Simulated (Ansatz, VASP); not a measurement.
**One calculation of SiAs3, two programs**

```
Si As
1.0
     0.00000    4.37356    4.37356
     4.37356    0.00000    4.37356
     4.37356    4.37356    0.00000
Si As
2 6
Cartesian
  4.3736 4.3736 4.3736
  6.5603 6.5603 6.5603
  6.6745 4.3736 4.3736
  2.0726 4.3736 4.3736
  4.3736 6.6745 4.3736
  4.3736 2.0726 4.3736
  4.3736 4.3736 6.6745
  4.3736 4.3736 2.0726
```

Alike in both runs: task relaxation of cell and atoms; functional PBE; k mesh 4 × 4 × 4; occupations gaussian, width 0.1 eV; no spin polarisation.

```csv
,VASP,Ansatz
version,VASP 6.6.1,Ansatz 0.2.0
potentials or method,"VASP PAW PBE potentials, release 64 (Si, As)","scalar-relativistic, plane waves, PAW"
plane-wave cutoff (eV),600,420
valence electrons in the cell,38,98
```

Ansatz gave:

```
gap on the k mesh at the Fermi level, each at its own relaxed structure (eV) : none
relaxed volume (Å³/atom)                                                     : 22.47
relaxed cell length with the largest relative difference (Å)                 : 6.334
energy change over the relaxation (meV/atom)                                 : -102
```

Question: What did VASP give for the same quantities?

Answer: gap on the k mesh at the Fermi level, each at its own relaxed structure (eV): none; relaxed volume (Å³/atom): 22.49; relaxed cell length with the largest relative difference (Å): 6.337; energy change over the relaxation (meV/atom): -105.

A gap of «none» marks a metal or a gap that the smearing closes. The two sets of potentials don't hold the same shells in valence.
